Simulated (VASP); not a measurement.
Set up this calculation in VASP 6.6.1, as the native input.

```yaml
Task: relaxation of cell and atoms
Functional: PBE
Dispersion: D4
Potentials_or_basis: VASP PAW PBE potentials, release 64 (N, Si, Mo_sv)
Cutoff: 600 eV
k_mesh: 18 × 18 × 1
Occupations: gaussian, width 0.03 eV
Spin: no spin polarisation
Dipole_correction: no
Further_INCAR_settings: ALGO = Fast; EDIFF = 1e-07; IBRION = 2; EDIFFG = -0.005; NSW = 40; ISIF = 3
```

The structure of Si2MoN4 lies in POSCAR:

```
Si2MoN4
1.0
    2.9100000000      0.0000000000      0.0000000000
   -1.4550000000      2.5201339300      0.0000000000
    0.0000000000      0.0000000000     23.0000000000
N Si Mo
4 2 1
Direct
    0.3333330000      0.6666670000      0.3478260900
    0.6666670000      0.3333330000      0.4456521700
    0.6666670000      0.3333330000      0.5543478300
    0.3333330000      0.6666670000      0.6521739100
    0.6666670000      0.3333330000      0.3695652200
    0.6666670000      0.3333330000      0.6304347800
    0.0000000000      0.0000000000      0.5000000000
```

The cell was built by a generator and needn't be a form met in nature.

These files were run (other wordings do the same):

INCAR

```
SYSTEM = Si2MoN4
PREC = Accurate
ENCUT = 600
EDIFF = 1E-7
ISMEAR = 0
SIGMA = 0.03
LREAL = .False.
LASPH = .True.
NELM = 120
ALGO = Fast
ISIF = 3
LWAVE = .False.
LCHARG = .False.
GGA = PE
IVDW = 13
IBRION = 2
NSW = 40
EDIFFG = -0.005
LATTICE_CONSTRAINTS = .TRUE. .TRUE. .FALSE.
KPAR = 2
```

KPOINTS

```
Automatic mesh
0
Gamma
  18 18 1
  0 0 0
```

Potentials or basis: VASP PAW PBE potentials, release 64 (N, Si, Mo_sv).

Command:

```console
$ cat potpaw_PBE.64/N/POTCAR potpaw_PBE.64/Si/POTCAR potpaw_PBE.64/Mo_sv/POTCAR > POTCAR
$ mpirun -np 2 vasp_std > vasp.out
```

It gave:

| Quantity | Value |
| --- | --- |
| Relaxed volume | 23.80 Å³/atom |
| Relaxed cell | a = 2.892 Å, b = 2.892 Å, c = 23.000 Å, α = 90.00°, β = 90.00°, γ = 120.00° |
| Space group after relaxing (to 0.05 Å) | P-6m2 (No. 187) |
| Energy gained by relaxing | 2.8 meV/atom |
| Ionic steps | 14 |
| Largest force after relaxing | 0.005 eV/Å |
| Band gap on the k mesh | 1.78 eV, indirect (least direct gap 2.10 eV) |
| Dispersion energy per atom | -0.304 eV |

Run time: 13 min on 2 MPI ranks on Intel(R) Xeon(R) Platinum 8559C (Emerald Rapids) (shared host), peak memory 0.47 GiB a rank.
